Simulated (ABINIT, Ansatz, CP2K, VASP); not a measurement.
**BiS: 4 runs at one level of theory**

```
Bi S
1.0
     4.00294    0.00000    0.00000
     0.00000    4.00294    0.00000
     0.00000    0.00000    4.00294
Bi S
1 1
Cartesian
  2.0015 2.0015 2.0015
  0.0000 0.0000 0.0000
```

Alike in all runs: task single point; functional PBE; k mesh 7 × 7 × 7; occupations fermi-dirac, width 0.05 eV; no spin polarisation; no spin-orbit coupling. Pressure is positive in compression and, in plane waves, holds the error of the finite cutoff, which Ansatz's Pulay term estimates and takes out.

```tsv
program and potentials	plane-wave cutoff (eV)	notes	pressure (GPa)
Ansatz, Ansatz PAW (earlier soft set)	420	10.5 valence electrons an atom on average	-10.93
CP2K, POTENTIAL_UZH Bi GTH-PBE-q5, S GTH-PBE-q6; TZVP-MOLOPT-PBE-GTH basis	-	atomic basis; 5.5 valence electrons an atom on average	-10.76
VASP, PBE PAW files Bi_d, S, 520 eV	520	10.5 valence electrons an atom on average	-10.98
ABINIT, JTH PAW PBE v2.0	599	10.5 valence electrons an atom on average	-10.92
```

The pressure spans -10.98 (VASP, PBE PAW files Bi_d, S, 520 eV) to -10.76 GPa (CP2K, POTENTIAL_UZH Bi GTH-PBE-q5, S GTH-PBE-q6; TZVP-MOLOPT-PBE-GTH basis). The cell lies far from this level's equilibrium. Rows in atomic bases carry the error of their basis and grid, which can be large.

The functional is the same throughout but for its coding, so the spread measures potentials, basis and numerics; runs on potential files found faulty are left out.
